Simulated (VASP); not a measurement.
Input of a VASP 6.6.1 run:

INCAR

```
SYSTEM = NaTaAs3
ALGO = Normal ; EDIFF = 1E-6
ENCUT = 520 ; GGA = PE
ISIF = 2 ; ISMEAR = -1
LASPH = .True. ; LCHARG = .False.
LREAL = .False. ; LWAVE = .False.
NBANDS = 24 ; NELM = 60
PREC = Accurate ; SIGMA = 0.1
```

The input KPOINTS:

```
k-points
0
Gamma
  7 7 7
  0 0 0
```

File POSCAR:

```
NaTaAs3
1.0
    4.7309190000      0.0000000000      0.0000000000
    0.0000000000      4.7309190000      0.0000000000
    0.0000000000      0.0000000000      4.7309190000
Ta Na As
1 1 3
Direct
    0.5000000000      0.5000000000      0.5000000000
    0.0000000000      0.0000000000      0.0000000000
    0.5000000000      0.5000000000      0.0000000000
    0.0000000000      0.5000000000      0.5000000000
    0.5000000000      0.0000000000      0.5000000000
```

Potentials or basis: VASP PAW PBE potentials, release 64 (Ta_pv, Na_pv, As).

Launch:

```console
$ cat potpaw_PBE.64/Ta_pv/POTCAR potpaw_PBE.64/Na_pv/POTCAR potpaw_PBE.64/As/POTCAR > POTCAR
$ mpirun -np 1 vasp_std > vasp.out
```

Problem. What does it give for the pressure?

Solution. 19.3 GPa.

Problem. Estimate the band gap on the k mesh.

Solution. None (metal or under the smearing width).

Caveat: so large a pressure means that the cell lies far from this level's equilibrium, or that cutoff or potentials fall short. Spin-orbit coupling is left out, which matters for the levels of Ta.
